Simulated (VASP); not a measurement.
# WC (Qusongite): W into a neighbouring W vacancy, part 4 of 5

Aim: the barrier for one hop in WC (Qusongite): W into a neighbouring W vacancy. The start is a cell from a database of measured crystal structures.

VASP 6.6.1; PBE; plane waves and PAW (W, C).

So far. Step 3 (Relax the start): The run ended after 8 ionic steps, 0.801 eV below its first step, once the forces on the free atoms met EDIFFG = -0.05. Step 4 (Relax the end): The run ended after 8 ionic steps, 0.974 eV below its first step, once the forces on the free atoms met EDIFFG = -0.05.

### Step 5. Nudged elastic band

Images on a straight line between the ends relax across the path, while springs keep them spaced along it.

INCAR reads:

```
SYSTEM = W11C12
PREC = Normal
ENCUT = 400
EDIFF = 1E-05
NELM = 120
ISMEAR = 1
SIGMA = 0.15
LREAL = Auto
ALGO = Fast
GGA = PE
NBANDS = 80
LASPH = .TRUE.
LWAVE = .FALSE.
LCHARG = .FALSE.
IMAGES = 5
SPRING = -5
IBRION = 1
POTIM = 0.3
NSW = 60
EDIFFG = -0.05
ISYM = 0
ISIF = 0
```

POSCAR reads:

```
W11C12
1.0
    5.8386497646      0.0000000000      0.0000000000
   -2.9193248822      5.0564190198      0.0000000000
    0.0000000000      0.0000000000      8.5360333818
W C
11 12
Direct
    0.9998106089      0.0001026697      0.3244071739
    0.9994893653      0.9996104025      0.6752547568
    0.9896587555      0.4955248091      0.9998370291
    0.0002620901      0.5004297719      0.3322979439
    0.9999056404      0.4997982870      0.6672355987
    0.5052669421      0.0094133245      0.9998389001
    0.4994366854      0.9989471730      0.3324867303
    0.4991152972      0.9985979808      0.6672718246
    0.5034477176      0.4938223790      0.9998629937
    0.4993026537      0.5002170122      0.3323828342
    0.4988742508      0.4994330719      0.6672573503
    0.3481846321      0.1735796501      0.1719863435
    0.3324698444      0.1659435435      0.4998280999
    0.3471763273      0.1726579725      0.8280439679
    0.3329187858      0.6664199733      0.1611648071
    0.3327436841      0.6661240847      0.4998874967
    0.3325050005      0.6657592407      0.8384734617
    0.8260300015      0.1744837490      0.1717944595
    0.8333469084      0.1662184486      0.4997873726
    0.8257704663      0.1736551444      0.8280581228
    0.8253924105      0.6524438687      0.1715638656
    0.8332143993      0.6670233391      0.4998269433
    0.8248222483      0.6513260380      0.8278397612
```

KPOINTS reads:

```
Automatic mesh
0
Gamma
4 4 2
0 0 0
```

00/POSCAR reads:

```
W11C12
1.0
    5.8386497646      0.0000000000      0.0000000000
   -2.9193248822      5.0564190198      0.0000000000
    0.0000000000      0.0000000000      8.5360333818
W C
11 12
Direct
    0.9998106089      0.0001026697      0.3244071739
    0.9994893653      0.9996104025      0.6752547568
    0.9896587555      0.4955248091      0.9998370291
    0.0002620901      0.5004297719      0.3322979439
    0.9999056404      0.4997982870      0.6672355987
    0.5052669421      0.0094133245      0.9998389001
    0.4994366854      0.9989471730      0.3324867303
    0.4991152972      0.9985979808      0.6672718246
    0.5034477176      0.4938223790      0.9998629937
    0.4993026537      0.5002170122      0.3323828342
    0.4988742508      0.4994330719      0.6672573503
    0.3481846321      0.1735796501      0.1719863435
    0.3324698444      0.1659435435      0.4998280999
    0.3471763273      0.1726579725      0.8280439679
    0.3329187858      0.6664199733      0.1611648071
    0.3327436841      0.6661240847      0.4998874967
    0.3325050005      0.6657592407      0.8384734617
    0.8260300015      0.1744837490      0.1717944595
    0.8333469084      0.1662184486      0.4997873726
    0.8257704663      0.1736551444      0.8280581228
    0.8253924105      0.6524438687      0.1715638656
    0.8332143993      0.6670233391      0.4998269433
    0.8248222483      0.6513260380      0.8278397612
```

01/POSCAR reads:

```
W11C12
1.0
    5.8386497646      0.0000000000      0.0000000000
   -2.9193248822      5.0564190198      0.0000000000
    0.0000000000      0.0000000000      8.5360333818
W C
11 12
Direct
    0.9999713390      0.0001118310      0.2716451180
    0.9997075822      0.9997082642      0.6721767793
    0.9916099726      0.4963779682      0.9998116605
   -0.0012922303      0.4996308430      0.3322843893
    1.0001397971      0.4999308260      0.6668415208
    0.5044496047      0.0077667558      0.9998129908
    0.5005283217      1.0007832708      0.3324522098
    0.4992928070      0.9987500260      0.6668664532
    0.5029253407      0.4949216622      0.9998552578
    0.5003159184      0.4993542344      0.3323676916
    0.4991119644      0.4995970030      0.6668518237
    0.3482523371      0.1736263359      0.1700764677
    0.3351580139      0.1672899132      0.5005492582
    0.3448853033      0.1716252514      0.8287567558
    0.3330914119      0.6664893755      0.1627886552
    0.3329380520      0.6662512062      0.4988567453
    0.3327508355      0.6659339413      0.8374450331
    0.8261802880      0.1744428785      0.1698855078
    0.8322749521      0.1675811072      0.5005268371
    0.8271985542      0.1724786191      0.8287653783
    0.8255876794      0.6524223654      0.1697098725
    0.8320942828      0.6645673837      0.5005661144
    0.8263657381      0.6540056225      0.8285939916
```

02/POSCAR reads:

```
W11C12
1.0
    5.8386497646      0.0000000000      0.0000000000
   -2.9193248822      5.0564190198      0.0000000000
    0.0000000000      0.0000000000      8.5360333818
W C
11 12
Direct
    1.0001320692      0.0001209922      0.2188830621
    0.9999257992      0.9998061258      0.6690988019
    0.9935611896      0.4972311273      0.9997862919
   -0.0028465507      0.4988319142      0.3322708347
    1.0003739538      0.5000633650      0.6664474430
    0.5036322672      0.0061201872      0.9997870815
    0.5016199580      1.0026193687      0.3324176894
    0.4994703168      0.9989020712      0.6664610818
    0.5024029638      0.4960209455      0.9998475219
    0.5013291830      0.4984914566      0.3323525491
    0.4993496779      0.4997609341      0.6664462970
    0.3483200420      0.1736730218      0.1681665919
    0.3378461834      0.1686362828      0.5012704165
    0.3425942793      0.1705925303      0.8294695437
    0.3332640380      0.6665587777      0.1644125032
    0.3331324198      0.6663783278      0.4978259939
    0.3329966705      0.6661086418      0.8364166045
    0.8263305746      0.1744020080      0.1679765562
    0.8312029958      0.1689437658      0.5012663017
    0.8286266422      0.1713020938      0.8294726338
    0.8257829482      0.6524008621      0.1678558795
    0.8309741663      0.6621114283      0.5013052856
    0.8279092280      0.6566852071      0.8293482219
```

03/POSCAR reads:

```
W11C12
1.0
    5.8386497646      0.0000000000      0.0000000000
   -2.9193248822      5.0564190198      0.0000000000
    0.0000000000      0.0000000000      8.5360333818
W C
11 12
Direct
    1.0002927993      0.0001301535      0.1661210062
    1.0001440161      0.9999039875      0.6660208244
    0.9955124066      0.4980842864      0.9997609233
   -0.0044008711      0.4980329853      0.3322572800
    1.0006081105      0.5001959040      0.6660533652
    0.5028149298      0.0044736185      0.9997611722
    0.5027115943      1.0044554666      0.3323831689
    0.4996478266      0.9990541164      0.6660557104
    0.5018805868      0.4971202287      0.9998397860
    0.5023424477      0.4976286788      0.3323374066
    0.4995873914      0.4999248652      0.6660407704
    0.3483877469      0.1737197076      0.1662567160
    0.3405343528      0.1699826524      0.5019915748
    0.3403032552      0.1695598092      0.8301823316
    0.3334366640      0.6666281798      0.1660363512
    0.3333267877      0.6665054494      0.4967952426
    0.3332425056      0.6662833424      0.8353881760
    0.8264808612      0.1743611374      0.1660676045
    0.8301310395      0.1703064244      0.5020057662
    0.8300547302      0.1701255686      0.8301798893
    0.8259782171      0.6523793588      0.1660018864
    0.8298540498      0.6596554729      0.5020444567
    0.8294527178      0.6593647917      0.8301024523
```

04/POSCAR reads:

```
W11C12
1.0
    5.8386497646      0.0000000000      0.0000000000
   -2.9193248822      5.0564190198      0.0000000000
    0.0000000000      0.0000000000      8.5360333818
W C
11 12
Direct
    1.0004535294      0.0001393148      0.1133589503
    1.0003622330      1.0000018492      0.6629428469
    0.9974636237      0.4989374454      0.9997355547
   -0.0059551916      0.4972340564      0.3322437254
    1.0008422672      0.5003284430      0.6656592873
    0.5019975924      0.0028270498      0.9997352629
    0.5038032306      1.0062915644      0.3323486484
    0.4998253364      0.9992061617      0.6656503389
    0.5013582099      0.4982195120      0.9998320501
    0.5033557124      0.4967659011      0.3323222640
    0.4998251050      0.5000887964      0.6656352438
    0.3484554519      0.1737663934      0.1643468402
    0.3432225223      0.1713290221      0.5027127330
    0.3380122312      0.1685270882      0.8308951194
    0.3336092901      0.6666975820      0.1676601993
    0.3335211556      0.6666325709      0.4957644912
    0.3334883406      0.6664580429      0.8343597474
    0.8266311477      0.1743202669      0.1641586528
    0.8290590832      0.1716690829      0.5027452307
    0.8314828181      0.1689490433      0.8308871447
    0.8261734859      0.6523578555      0.1641478933
    0.8287339334      0.6571995175      0.5027836278
    0.8309962077      0.6620443762      0.8308566827
```

05/POSCAR reads:

```
W11C12
1.0
    5.8386497646      0.0000000000      0.0000000000
   -2.9193248822      5.0564190198      0.0000000000
    0.0000000000      0.0000000000      8.5360333818
W C
11 12
Direct
    1.0006142596      0.0001484760      0.0605968944
    1.0005804500      1.0000997108      0.6598648695
    0.9994148408      0.4997906045      0.9997101861
   -0.0075095120      0.4964351276      0.3322301708
    1.0010764239      0.5004609820      0.6652652094
    0.5011802549      0.0011804812      0.9997093536
    0.5048948669      1.0081276622      0.3323141280
    0.5000028462      0.9993582069      0.6652449675
    0.5008358330      0.4993187952      0.9998243142
    0.5043689770      0.4959031233      0.3323071214
    0.5000628186      0.5002527275      0.6652297171
    0.3485231568      0.1738130793      0.1624369644
    0.3459106918      0.1726753918      0.5034338913
    0.3357212072      0.1674943671      0.8316079073
    0.3337819162      0.6667669842      0.1692840474
    0.3337155234      0.6667596924      0.4947337398
    0.3337341756      0.6666327434      0.8333313188
    0.8267814342      0.1742793964      0.1622497012
    0.8279871269      0.1730317415      0.5034846953
    0.8329109060      0.1677725180      0.8315944002
    0.8263687548      0.6523363522      0.1622939003
    0.8276138169      0.6547435621      0.5035227990
    0.8325396976      0.6647239608      0.8316109130
```

06/POSCAR reads:

```
W11C12
1.0
    5.8386497646      0.0000000000      0.0000000000
   -2.9193248822      5.0564190198      0.0000000000
    0.0000000000      0.0000000000      8.5360333818
W C
11 12
Direct
    1.0007749897      0.0001576373      0.0078348385
    1.0007986669      1.0001975725      0.6567868920
    1.0013660578      0.5006437636      0.9996848175
   -0.0090638324      0.4956361987      0.3322166162
    1.0013105806      0.5005935210      0.6648711316
    0.5003629175     -0.0004660875      0.9996834443
    0.5059865032      1.0099637601      0.3322796075
    0.5001803560      0.9995102521      0.6648395961
    0.5003134561      0.5004180785      0.9998165783
    0.5053822417      0.4950403455      0.3322919789
    0.5003005321      0.5004166586      0.6648241905
    0.3485908618      0.1738597651      0.1605270886
    0.3485988613      0.1740217614      0.5041550496
    0.3334301832      0.1664616460      0.8323206952
    0.3339545423      0.6668363864      0.1709078954
    0.3339098913      0.6668868140      0.4937029884
    0.3339800106      0.6668074440      0.8323028902
    0.8269317208      0.1742385259      0.1603407495
    0.8269151706      0.1743944001      0.5042241598
    0.8343389940      0.1665959927      0.8323016557
    0.8265640236      0.6523148489      0.1604399072
    0.8264937004      0.6522876067      0.5042619701
    0.8340831874      0.6674035453      0.8323651434
```

PAW data sets: W and C (PBE family, release 64).

Run with:

```sh
$ mpirun -np 5 vasp_std
```

Log:

```text
[banner, memory and clock lines left out]
running    5 mpi-ranks, on    1 nodes
 each image running on    1 cores
 distrk:  each k-point on    1 cores,    1 groups
 distr:  one band on    1 cores,    1 groups

 POSCAR found type information on POSCAR W C
 01/POSCAR found :  2 types and      23 ions
 LDA part: xc-table for (Slater+PW92), standard interpolation
 POSCAR found type information on POSCAR W C
 00/POSCAR found :  2 types and      23 ions
 POSCAR found type information on POSCAR W C
 06/POSCAR found :  2 types and      23 ions
 POSCAR, INCAR and KPOINTS ok, starting setup
 FFT: planning ... GRIDC
 FFT: planning ... GRID_SOFT
 FFT: planning ... GRID
 WAVECAR not read
 entering main loop
       N       E                     dE             d eps       ncg     rms          rms(c)
DAV:   1     0.370404712670E+03    0.37040E+03   -0.45465E+04  3208   0.107E+03
DAV:   2    -0.235419988146E+03   -0.60582E+03   -0.56894E+03  3968   0.297E+02
DAV:   3    -0.287190819126E+03   -0.51771E+02   -0.50597E+02  4288   0.744E+01
DAV:   4    -0.288870624353E+03   -0.16798E+01   -0.16695E+01  4128   0.147E+01
DAV:   5    -0.288932198140E+03   -0.61574E-01   -0.61483E-01  4304   0.251E+00    0.111E+02
RMM:   6    -0.249380027443E+03    0.39552E+02   -0.18128E+02  3473   0.325E+01    0.265E+01
RMM:   7    -0.250279751953E+03   -0.89972E+00   -0.29981E+01  3507   0.177E+01    0.268E+01
RMM:   8    -0.249635061652E+03    0.64469E+00   -0.54530E+00  3552   0.663E+00    0.169E+01
RMM:   9    -0.249859599550E+03   -0.22454E+00   -0.38405E+00  3228   0.545E+00    0.474E+00
RMM:  10    -0.249454944674E+03    0.40465E+00   -0.78476E-01  3214   0.347E+00    0.992E-01
RMM:  11    -0.249473860899E+03   -0.18916E-01   -0.43640E-01  3429   0.148E+00    0.154E+00
RMM:  12    -0.249476764897E+03   -0.29040E-02   -0.66726E-02  3657   0.772E-01    0.787E-01
RMM:  13    -0.249468515478E+03    0.82494E-02   -0.23330E-02  3384   0.453E-01    0.382E-01
RMM:  14    -0.249469151449E+03   -0.63597E-03   -0.88245E-03  3626   0.236E-01    0.138E-01
RMM:  15    -0.249469002599E+03    0.14885E-03   -0.82413E-04  3330   0.950E-02    0.535E-02
RMM:  16    -0.249469002628E+03   -0.29167E-07   -0.29741E-04  3603   0.461E-02    0.398E-02
RMM:  17    -0.249469004056E+03   -0.14276E-05   -0.43476E-05  2540   0.190E-02
   1 F= -.24946900E+03 E0= -.24946616E+03  d E =-.249469E+03
 BRION: g(F)=  0.158E+02 g(S)=  0.000E+00
 bond charge predicted
       N       E                     dE             d eps       ncg     rms          rms(c)
DAV:   1    -0.249745184342E+03   -0.27618E+00   -0.35495E+01  3536   0.207E+01    0.138E+00
RMM:   2    -0.249761696903E+03   -0.16513E-01   -0.56437E-01  3210   0.318E+00    0.397E+00
RMM:   3    -0.249770716680E+03   -0.90198E-02   -0.12127E-01  3570   0.105E+00    0.306E+00
RMM:   4    -0.249758855045E+03    0.11862E-01   -0.27976E-02  3218   0.484E-01    0.261E+00
RMM:   5    -0.249757644127E+03    0.12109E-02   -0.14152E-02  3421   0.328E-01    0.208E+00
RMM:   6    -0.249756923690E+03    0.72044E-03   -0.45124E-03  3397   0.187E-01    0.158E+00
RMM:   7    -0.249756691703E+03    0.23199E-03   -0.12153E-03  3672   0.988E-02    0.138E+00
RMM:   8    -0.249756540220E+03    0.15148E-03   -0.22615E-04  3489   0.408E-02    0.114E+00
RMM:   9    -0.249756221839E+03    0.31838E-03   -0.29169E-04  3293   0.444E-02    0.742E-01
RMM:  10    -0.249756236534E+03   -0.14695E-04   -0.77735E-05  3047   0.245E-02    0.755E-01
RMM:  11    -0.249756240937E+03   -0.44035E-05   -0.84203E-06  2042   0.936E-03
   2 F= -.24975624E+03 E0= -.24975418E+03  d E =-.287237E+00
[... from here on, the cycles between the ionic steps are left out ...]
   3 F= -.24984667E+03 E0= -.24984499E+03  d E =-.904273E-01
   4 F= -.24989490E+03 E0= -.24989352E+03  d E =-.482345E-01
   5 F= -.24995009E+03 E0= -.24994892E+03  d E =-.551859E-01
   6 F= -.25001974E+03 E0= -.25001869E+03  d E =-.696524E-01
   7 F= -.25009705E+03 E0= -.25009596E+03  d E =-.773080E-01
   8 F= -.25017331E+03 E0= -.25017217E+03  d E =-.762652E-01
   9 F= -.25025503E+03 E0= -.25025378E+03  d E =-.817188E-01
  10 F= -.25031376E+03 E0= -.25031241E+03  d E =-.587252E-01
  11 F= -.25032686E+03 E0= -.25032549E+03  d E =-.131065E-01
  12 F= -.25027235E+03 E0= -.25027114E+03  d E =0.545108E-01
  13 F= -.25017771E+03 E0= -.25017668E+03  d E =0.946435E-01
  14 F= -.24996648E+03 E0= -.24996556E+03  d E =0.211229E+00
  15 F= -.24995224E+03 E0= -.24995121E+03  d E =0.142408E-01
  16 F= -.24990100E+03 E0= -.24989995E+03  d E =0.512434E-01
  17 F= -.24986883E+03 E0= -.24986766E+03  d E =0.321631E-01
  18 F= -.24984996E+03 E0= -.24984872E+03  d E =0.188712E-01
  19 F= -.24982068E+03 E0= -.24981940E+03  d E =0.292848E-01
  20 F= -.24980969E+03 E0= -.24980840E+03  d E =0.109930E-01
  21 F= -.24980390E+03 E0= -.24980261E+03  d E =0.578929E-02
 BRION: g(F)=  0.461E-03 g(S)=  0.000E+00 retain N=  9 mean eig= 3.82
 eig:   6.808  6.808  5.970  2.769  3.125  3.125  2.918  0.969  1.872
 bond charge predicted
       N       E                     dE             d eps       ncg     rms          rms(c)
DAV:   1    -0.249798016930E+03    0.58788E-02   -0.18554E-02  3344   0.424E-01    0.219E-02
RMM:   2    -0.249798021646E+03   -0.47160E-05   -0.14012E-04  3202   0.488E-02    0.193E-02
RMM:   3    -0.249798021930E+03   -0.28381E-06   -0.34118E-05  2381   0.177E-02
  22 F= -.24979802E+03 E0= -.24979674E+03  d E =0.587415E-02
 BRION: g(F)=  0.367E-03 g(S)=  0.000E+00 retain N= 10 mean eig= 3.80
 eig:   6.994  6.994  6.052  2.899  3.715  3.715  3.245  2.071  0.946  1.330
 reached required accuracy - stopping structural energy minimisation
```

The job ended after 39 min (5 MPI ranks of AMD EPYC 7R43, shared host; peak memory 1.4 GiB).

(Continued in part 5 of 5.)

[Lines on the potential files, build, host, timing and source positions are cut from VASP's logs without a mark.]

[Logs are printed without paths, hosts, clocks, repeated set-up lines and the standing remarks that a program may print on its own settings, such as how far it seeks lower states.]

[Hosts, paths, dates, database ids (printed as entryN), source tags and the programs' standing remarks are cut or masked in the printed files.]

[Runs that stopped without an error message from VASP are left out.]
